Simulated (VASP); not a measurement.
Input:

```yaml
crystal:
  lattice:
    - [4.05463, 0.00000, 0.00000]
    - [0.00000, 4.05463, 0.00000]
    - [0.00000, 0.00000, 4.05463]
  atoms:
    - { symbol: K, position: [0.00000, 0.00000, 0.00000] }
    - { symbol: Ta, position: [0.50000, 0.50000, 0.50000] }
    - { symbol: O, position: [0.50000, 0.00000, 0.50000] }
    - { symbol: O, position: [0.00000, 0.50000, 0.50000] }
    - { symbol: O, position: [0.50000, 0.50000, 0.00000] }
```

All values below come from PBE GGA with D4 dispersion, VASP's PBE PAW potentials (set 64) (plane waves; VASP). Numerical set-up: 520 eV cut-off, 6×6×6 Γ-centred mesh, Gaussian smearing of 0.050 eV, potentials K_sv Ta_pv O.

Unless said otherwise, spin-orbit coupling is left out, though it shifts the bands of the heavy elements here.

### Question
What does the run give for the energy per atom (σ→0), pressure, band gap (on the k-mesh) with the smallest direct gap where there is one?

### Answer

```json
{
 "band gap (on the k-mesh)": "2.06 eV",
 "smallest direct gap (on the k-mesh)": "2.70 eV",
 "energy per atom (σ→0)": "-8.360 eV/atom",
 "pressure": "-5.37 GPa"
}
```

The absolute energy has meaning only against runs of the same code, potentials and settings.

The compound is KTaO3 in the cubic perovskite structure. This cell is one point of a volume scan, at 1.03 of the reference volume.
